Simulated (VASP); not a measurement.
Runs of VASP 6.6.1 on Sc. Symmetry: P6_3/mmc, No. 194, hexagonal system. The conventional cell has a = 3.279 Å, b = 3.279 Å, c = 5.085 Å, α = 90.00°, β = 90.00°, γ = 120.00°. Sc (site symmetry -6m2) is surrounded by 12 Sc at 3.17 to 3.28 Å. 

```tsv
level	k mesh	cutoff (eV)	smearing	gap on the mesh (eV)	pressure (GPa)
r2SCAN	15 × 15 × 8	520	gaussian 0.1 eV	none	(a)
PBEsol	15 × 15 × 8	520	gaussian 0.5 eV	none	0.6
PBEsol	15 × 15 × 8	700	gaussian 0.1 eV	none	0.0
PBEsol	15 × 15 × 8	900	gaussian 0.1 eV	none	0.0
PBEsol	24 × 24 × 12	520	gaussian 0.1 eV	none	-0.1
```

Alike in all rows: task single point; potentials or basis VASP PAW PBE potentials, release 64 (Sc_sv); no spin polarisation; cell as given.

Q: Estimate the missing entries.

A: (a) 3.3.

Caveats: the PAW data sets were made with another functional, which shifts forces and pressure a little.

A k mesh can miss the band edges.

A gap of «none» marks a metal or a gap under the smearing width.

Not every run made on this cell is shown here.
